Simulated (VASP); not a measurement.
Consider the following.

```
Os
1.0
    1.35923    -2.30928     0.00000
    1.35923     2.30928     0.00000
    0.00000     0.00000     4.44332
Os
2
Cartesian
  1.35923   0.76976   1.11083
  1.38105  -0.76976   3.33249
```

Level of theory: PBE GGA, VASP's PBE PAW potentials (set 64) (plane waves; VASP 6.6.1). Run with EDIFF = 1E-3, 400 eV cut-off, 14×14×8 Γ-centred mesh, first-order Methfessel-Paxton smearing of 0.10 eV, potentials Os.

Unless said otherwise, spin-orbit coupling is left out, though it shifts the bands of the heavy elements here.

Question: Predict the energy per atom (σ→0), pressure, largest force, band gap (on the k-mesh) with the smallest direct gap where there is one.

Answer: 
```
Item                                                        Result
------------------------  ----------------------------------------
band gap (on the k-mesh)  none (metal, semimetal or under 0.01 eV)
energy per atom (σ→0)                              -11.194 eV/atom
pressure                                                 10.25 GPa
largest force                                           0.185 eV/Å
```

The absolute energy has meaning only against runs of the same code, potentials and settings.

The compound is Os in the hcp structure. The cell was not relaxed at this level, atoms are displaced from their ideal sites. The run is one of a series of settings (EDIFF = 1E-3 against the base run), some of them coarse on purpose.
